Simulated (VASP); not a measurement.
Here is the system:

```xyz
2
Lattice="0.0000 2.8291 2.8291 2.8291 0.0000 2.8291 2.8291 2.8291 0.0000" Properties=species:S:1:pos:R:3 pbc="T T T"
Ca     0.0000     0.0000     0.0000
Se     2.8291     2.8291     2.8291
```

Calculation: LDA (Ceperley-Alder, Perdew-Zunger), VASP's LDA PAW potentials (set 64) (plane waves; VASP). Run with 500 eV cut-off, 8×8×8 Γ-centred mesh, Gaussian smearing of 0.050 eV, potentials Ca_sv Se.

Problem. Estimate the energy per atom (σ→0), pressure, band gap (on the k-mesh) with the smallest direct gap where there is one.

Solution. 
| Property | Result |
|---|---|
| band gap (on the k-mesh) | 1.48 eV |
| smallest direct gap (on the k-mesh) | 2.55 eV |
| energy per atom (σ→0) | -5266 meV/atom |
| pressure | 4.99 GPa |

Total energies compare only between runs with the same potentials, cut-off and functional.

The compound is CaSe in the rock salt structure. It was relaxed first under an external pressure of 5 GPa.
